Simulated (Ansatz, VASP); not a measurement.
# GaAs in two plane-wave programs, part 2 of 2

One calculation is typed for both programs; each brings its own data sets. How far apart do they land? The cell is taken from a series of runs on this material, whose earlier steps may have relaxed, scaled, displaced or heated it; both programs get it as it stands.

VASP 6.6.1 and Ansatz 0.2.0.

So far. Step 2 (VASP: single point, HSE06): The run ends at a pressure of 3.92 GPa.

**3. Ansatz: single point, HSE06**

Level of this step: Ansatz beside VASP: Kohn-Sham DFT, plane waves, HSE06 (Ansatz).

Ansatz runs on its PAW soft_1 files.

The same cell, functional, mesh and smearing now go to Ansatz.

input.yaml reads:

```yaml
crystal:
  lattice:
    - [0.0, 2.7914052472, 2.7914052472]
    - [2.7914052472, 0.0, 2.7914052472]
    - [2.7914052472, 2.7914052472, 0.0]
  atoms:
    - { symbol: As, position: [0.75, 0.75, 0.75] }
    - { symbol: Ga, position: [0.0, 0.0, 0.0] }
kpoints:
  mp_grid: { grid: [6, 6, 6] }
scf:
  occupations: { method: fermi_dirac, width: 0.02 }
hamiltonian:
  xc: hse06
  pseudopotentials: { kind: paw, azcp: { folder: soft_1 } }
basis:
  ecutwfc: 600
output:
  forces: true
  stress: true
```

Launch:

```bash
> ansatz run input.yaml --threads 8 --pin off --max-ram 18432MiB --backend cpu --events-out ev --progress --plain --runs-dir out
```

Numbers of over 12 decimals in the logs are rounded to 6 here.

What it wrote:

```text
Warning: output.stress: scf.convergence.dr2_threshold = 1e-7 eV (the SCF's general default) is looser than the 2e-10 eV advised for a printed stress (1e-10 eV for each atom of the cell: 2). What an SCF threshold leaves in a stress goes as its square root, and in the free energy as the threshold itself, and one threshold admits the most on a small cell: [figures from the program's tests cut] Set scf.convergence.dr2_threshold to 2e-10 eV or tighter. The threshold is an SCF's pass mark: one that does not reach it within its budget of iterations ends unconverged, or closes short of it on a stop that the run arms, and scf.convergence.dr2_threshold's page says what that costs each kind of run
Warning: output.stress: scf.exx.energy_threshold = 1e-6 eV is looser than the 2e-8 eV advised for a stress under a hybrid functional (1e-8 eV for each atom of the cell: 2). Every SCF of the exchange loop can meet its threshold on dr2 while the loop round them stops early: no threshold on dr2 bounds what that leaves in the stress. Set scf.exx.energy_threshold to 2e-8 eV or tighter. The threshold is the loop's pass mark: a loop that does not reach it within its budget of cycles ends unconverged, and scf.exx.energy_threshold's page has the law
Engine: ansatz 0.2.0, aarch64-unknown-linux-gnu
Pseudopotentials: kind: paw
Pseudopotential: As, paw, valence charge 15, recommended cutoff 420 eV (normal), soft_1/As.paw.azcp
Pseudopotential: Ga, paw, valence charge 13, recommended cutoff 420 eV (normal), soft_1/Ga.paw.azcp
Functional definition: HSE06
  parameter a = 0.25
  parameter omega = 0.11/bohr
  exchange = pbe_x - a*pbe_x_sr(omega) + a*exact_x_sr(omega)
  correlation = pbe_c
Crystal: 2 atoms, lattice volume = 43.501 Å³
Basis set: ecut = 600 eV, 1459 PW (Γ), exchange–correlation on 64×64×64 points (8 copies of the dense FFT grid, shifted against one another)
Bands: 18, of which v1, the nominal top of the filled ones, is band 14 counted from 1 (13 counted from 0)
Symmetry: 24 space group operations
Space group: F-43m (ITA 216), of the structure as read, at distance tolerance 3.5e-5 Å
k-points: 16 of 216 (time reversal used)
Non-local potential: As, projectors of the file, l = 0: 2, l = 1: 2, l = 2: 3, l = 3: 1
Non-local potential: Ga, projectors of the file, l = 0: 2, l = 1: 2, l = 2: 3, l = 3: 1
PAW form: soft (Blöchl's): semilocal exchange-correlation on the pseudo side does not see the compensation charge
PAW frozen core: As, regenerated for the run's functional, and the local potential with it (the file was generated under x = pbe(κ = 0.804, μ = 0.219515), c = pbe(β = 0.066725))
PAW frozen core: Ga, regenerated for the run's functional, and the local potential with it (the file was generated under x = pbe(κ = 0.804, μ = 0.219515), c = pbe(β = 0.066725))
PAW one-centre angular grid: As, 590 points (default); XC on 64 Gauss nodes
PAW one-centre angular grid: Ga, 590 points (default); XC on 64 Gauss nodes
Initial density: superposition of atomic densities (chi_scale 0.1, normalization cell, long waves kept (reshape's long-wave potential 0.00 eV rms))
Initial wavefunctions: pseudopotential atomic-orbital guess
Functional: x = pbe(κ = 0.804, μ = 0.219515), c = pbe(β = 0.066725), warm-up for x = pbe(κ = 0.804, μ = 0.219515) + 0.25 (exact − pbe) at short range (hse, ω = 0.207870 Å⁻¹), c = pbe(β = 0.066725); HSE06 as pw.x's `hse` composes it (authors' and Libxc's form: `xc: wpbeh`)
SCF iter   1: F=—  HF=-8639.808923 eV  |F-HF|=—  |Δ(HF+E_count)|=         —  Δρ=4.50e-2  dr2=4.73e-1  ethr=1.00e-1  ⟨swp⟩=5.5  Hψ=784  notcnv=0
preconditioner: auto → none  [insulator: Δε(μ)=0.809 eV  Ē_g=15.923 eV  σ=0.020 eV  W_gap=1.00  n_scr=14 (ndim 8)  ℏωp=23.9 eV  f_vac=0.000  D(μ)=0.00/eV (n_scr^D=0)]
SCF iter   2: F=—  HF=-8639.791353 eV  |F-HF|=—  |Δ(HF+E_count)|=   1.76e-2  Δρ=2.07e-2  dr2=1.07e-1  ethr=1.69e-3  ⟨swp⟩=4.7  Hψ=755  notcnv=0
iter 3 solved again at ethr=4.14e-6 eV; its pass at ethr=3.81e-4 eV (dr2=1.16e-3 eV) is discarded
SCF iter   3: F=—  HF=-8639.781774 eV  |F-HF|=—  |Δ(HF+E_count)|=   9.58e-3  Δρ=2.86e-3  dr2=1.56e-3  ethr=4.14e-6  ⟨swp⟩=4.2  Hψ=1657  notcnv=0  defer=1
eigensolver tolerance schedule calibrated: the retry pair's looser diagonalisation under-reported the residual by θ = 0.26 (0.13/decade); ethr = c·dr2/N_el runs at the constant in force after the calibration composes with the one it found (an armed cap, an earlier calibration), c = 5.9e-2
SCF iter   4: F=—  HF=-8639.779402 eV  |F-HF|=—  |Δ(HF+E_count)|=   2.37e-3  Δρ=1.03e-3  dr2=4.64e-4  ethr=3.29e-6  ⟨swp⟩=4.0  Hψ=814  notcnv=0
SCF iter   5: F=-8639.779298 eV  HF=-8639.779317 eV  |F-HF|=1.89e-5  |Δ(HF+E_count)|=   8.54e-5  Δρ=3.97e-4  dr2=3.20e-5  ethr=9.78e-7  ⟨swp⟩=4.1  Hψ=808  notcnv=0  defer=1
SCF 1 stopped early in 5 iterations: F = -8639.779298 eV  dr2 = 3.20e-5
  greatest PAW one-centre occupation: 0.999 electrons in one spin orbital (limit 2), on the As atom at site 0 (counted from 0), in its partial waves of l = 2
Initial density: handed on by an earlier stage of this run
Initial wavefunctions: those handed on with the density
Functional: x = pbe(κ = 0.804, μ = 0.219515) + 0.25 (exact − pbe) at short range (hse, ω = 0.207870 Å⁻¹), c = pbe(β = 0.066725); HSE06 as pw.x's `hse` composes it (authors' and Libxc's form: `xc: wpbeh`)
Exchange kernel: α = 0.2500, screened, ω = 0.2079 Å⁻¹, Wigner–Seitz truncation, v(0) = 1046.5713 eV·Å³, q-mesh 6×6×6, nearest image of the exchange supercell L = 23.69 Å, pair-density grid 18×18×18, without the augmentation charges, whose exchange is taken in its separable form by FFT convolution over the k-point mesh (sized by the pseudopotential files, 27×27×27 at the most), smooth part of the exact exchange by density-matrix convolution
Frozen-core exchange: fock
SCF iter   1: F=—  HF=-8641.585156 eV  |F-HF|=—  |Δ(HF+E_count)|=         —  Δρ=1.46e-2  dr2=3.57e-2  ethr=1.14e-6  ⟨swp⟩=6.4  Hψ=1466  notcnv=0
preconditioner: auto → none  [insulator: Δε(μ)=1.643 eV  Ē_g=18.406 eV  σ=0.020 eV  W_gap=1.00  n_scr=14 (ndim 8)  ℏωp=23.9 eV  f_vac=0.069  D(μ)=0.00/eV (n_scr^D=0)]
SCF iter   2: F=—  HF=-8641.566138 eV  |F-HF|=—  |Δ(HF+E_count)|=   1.90e-2  Δρ=3.83e-3  dr2=9.23e-3  ethr=1.14e-6  ⟨swp⟩=5.0  Hψ=1175  notcnv=0
SCF iter   3: F=—  HF=-8641.563938 eV  |F-HF|=—  |Δ(HF+E_count)|=   2.20e-3  Δρ=1.85e-3  dr2=1.33e-3  ethr=1.14e-6  ⟨swp⟩=4.0  Hψ=926  notcnv=0
SCF iter   4: F=—  HF=-8641.573150 eV  |F-HF|=—  |Δ(HF+E_count)|=   9.21e-3  Δρ=1.62e-3  dr2=4.61e-4  ethr=1.08e-6  ⟨swp⟩=4.1  Hψ=1106  notcnv=0
SCF iter   5: F=—  HF=-8641.572997 eV  |F-HF|=—  |Δ(HF+E_count)|=   1.53e-4  Δρ=3.29e-4  dr2=3.85e-5  ethr=9.39e-7  ⟨swp⟩=3.0  Hψ=760  notcnv=0
SCF iter   6: F=—  HF=-8641.572986 eV  |F-HF|=—  |Δ(HF+E_count)|=   1.05e-5  Δρ=5.86e-5  dr2=1.72e-5  ethr=4.75e-8  ⟨swp⟩=4.0  Hψ=732  notcnv=0
SCF iter   7: F=-8641.573101 eV  HF=-8641.573105 eV  |F-HF|=4.29e-6  |Δ(HF+E_count)|=   1.19e-4  Δρ=1.57e-4  dr2=6.60e-6  ethr=3.66e-9  ⟨swp⟩=5.1  Hψ=1160  notcnv=0  defer=1
SCF 2 stopped early in 7 iterations: F = -8641.573101 eV  dr2 = 6.60e-6
hybrid outer 1: dexx = +1.028e-2 eV, tail = 6.52e-5 eV
Exchange kernel: α = 0.2500, screened, ω = 0.2079 Å⁻¹, Wigner–Seitz truncation, v(0) = 1046.5713 eV·Å³, q-mesh 6×6×6, nearest image of the exchange supercell L = 23.69 Å, pair-density grid 18×18×18, without the augmentation charges, whose exchange is taken in its separable form by FFT convolution over the k-point mesh (sized by the pseudopotential files, 27×27×27 at the most), smooth part of the exact exchange by density-matrix convolution
Frozen-core exchange: fock
SCF iter   1: F=—  HF=-8641.573113 eV  |F-HF|=—  |Δ(HF+E_count)|=         —  Δρ=6.14e-5  dr2=1.02e-6  ethr=1.16e-6  ⟨swp⟩=4.2  Hψ=654  notcnv=0
preconditioner: auto → none  [insulator: Δε(μ)=1.746 eV  Ē_g=18.215 eV  σ=0.020 eV  W_gap=1.00  n_scr=14 (ndim 8)  ℏωp=23.9 eV  f_vac=0.070  D(μ)=0.00/eV (n_scr^D=0)]
SCF iter   2: F=—  HF=-8641.573117 eV  |F-HF|=—  |Δ(HF+E_count)|=   3.90e-6  Δρ=4.02e-5  dr2=5.12e-7  ethr=1.63e-9  ⟨swp⟩=4.1  Hψ=1031  notcnv=0  defer=1
SCF iter   3: F=—  HF=-8641.573117 eV  |F-HF|=—  |Δ(HF+E_count)|=   1.11e-7  Δρ=1.56e-5  dr2=5.58e-8  ethr=9.44e-10  ⟨swp⟩=3.0  Hψ=573  notcnv=0
SCF iter   4: F=-8641.573117 eV  HF=-8641.573117 eV  |F-HF|=2.56e-9  |Δ(HF+E_count)|=   9.87e-8  Δρ=2.69e-6  dr2=3.07e-9  ethr=9.53e-11  ⟨swp⟩=4.1  Hψ=754  notcnv=0  defer=1
SCF 3 converged in 4 iterations: F = -8641.573117 eV  dr2 = 3.07e-9
  Residual-converged pass: ⟨swp⟩=3.9  Hψ=688  notcnv=0  max |occ|·‖R‖ = 2.3e-6 eV (tolerance 2.4e-6 eV)  dr2=3.07e-9  dr2_onsite=1.69e-9  max |Δocc| = 0.0e0
hybrid outer 2: dexx = +1.627e-6 eV, tail = 4.55e-8 eV, Δε = 3.54e-3 eV (about 1.27e-4 eV left of the loop's levels)
hybrid SCF converged: 2 outer / 11 inner (+5 warm-up), last move |dexx| = 1.63e-6 eV, tail = 4.55e-8 eV
Stability not checked: this state was not tested for a lower state beside it, because the functional holds exact exchange (a hybrid, or Hartree-Fock), whose exchange loop this test does not read (fock_operator; see scf.lower_state_search)
Free energy (F): -8641.573117 eV
Frozen-core exchange: fock
Harris-Foulkes:  -8641.573117 eV  (|F-HF|=2.56e-9)
Internal energy: -8641.573117 eV  (E = F + TS)
E sigma→0 (E₀):  -8641.573117 eV
Fermi energy:    8.912952 eV
--- Per-component energies (eV) ---
  E_band       = -382.704157
  E_kinetic    = 209.107681
  E_local      = -3605.788224  (includes V_loc(G=0)·N_el)
  E_nonlocal   = -486.079349
  E_hartree    = 2117.520602
  E_xc         = -108.522495
  E_vxc        = -104.822905  (∫ρ·V_xc dr)
  E_exx        = -109.490960  (= α·E_x^exact, valence–valence)
  E_paw        = -3924.676649  (= ΣΔE_a)
  E_vpaw       = -411.180806  (= ΣTr[D̂ρ^β])
  E_aug_tail   = 0.000000  (compensation charges beyond the density's cutoff)
  E_ewald      = -2732.995738
  E_core_change = -0.647986  (= ΣΔE_core)
  E_smearing   = -0.000000  (= −TS)
  E_closure    = 0.000000  (closes the sum)
  Σ components = -8641.573117   (vs F -8641.573117, Δ=0.00e0)
--- Forces (eV/Å), atoms counted from 1 ---
  atom   1  As     0.00000000     0.00000000    -0.00000000
  atom   2  Ga     0.00000000    -0.00000000     0.00000000
  max |Σ_I F_I| component: 1.85e-17 eV/Å
--- Stress (GPa, compression-positive) ---
        4.348817      -0.000000      -0.000000
       -0.000000       4.348817       0.000000
        0.000000       0.000000       4.348817
  P = ⅓ Tr σ = 4.3488 GPa (43.488 kbar)
--- Band table (eV; the first three rows and the last of 16) ---
  k-point 0: bands = [... 10 lower, -6.2206, 8.0287, 8.0287, 8.0287, 9.7753]
  k-point 1: bands = [... 10 lower, -5.8585, 5.2125, 7.6032, 7.6032, 10.6746]
  k-point 2: bands = [... 10 lower, -4.9054, 2.0833, 6.9811, 6.9811, 10.1592]
  k-point 15: bands = [... 10 lower, -3.2444, 0.6256, 4.2148, 4.3930, 12.0082]
  guard bands above this table: 3 of the run's 18 bands. The solve was not asked for them (output.publish_guard_bands: true or output.eigenvalues: true publishes all)
```

The run ends at a pressure of 4.35 GPa.

**4. Side by side**

Known differences besides the potentials themselves: exact exchange at q = 0 is treated differently, which shows on coarse meshes; VASP keeps PBE cores, Ansatz makes them for the functional; the data sets hold 28 valence electrons in Ansatz (on its PAW soft_1 files) and 18 in VASP; the cutoff is 600 eV in Ansatz and 400 eV in VASP; VASP takes a coarser grid for exact exchange (PRECFOCK = Fast). Total energies have different zeros and are not compared.

Compared:

```csv
quantity,Ansatz,VASP,difference
pressure (GPa),4.35,3.92,+0.43
gap on the k mesh (eV),1.747,1.744,+0.003
```

A gap on the mesh is an upper bound, since the band edges may lie between its points.

**5. Summary of results**

```json
{
 "difference in gap on the k mesh (single point, HSE06)": "0.0028 eV"
}
```

What this shows: The difference in gap on the k mesh is 0.0028 eV (single point, HSE06), within the 0.08 eV picked in this series as the mark of a large difference. The data sets hold unlike numbers of valence electrons (28 in Ansatz and 18 in VASP), so part of the differences comes from the potentials. Such differences can come from data sets, numerical settings and the points named under the comparisons, not from the functional's error against experiment.

[Lines on the potential files, build, host, timing and source positions are cut from VASP's logs without a mark.]

[Logs are printed without paths, hosts, clocks, repeated set-up lines and the standing remarks that a program may print on its own settings, such as how far it seeks lower states.]

[Hosts, paths, dates, database ids (printed as entryN), source tags and the programs' standing remarks are cut or masked in the printed files.]
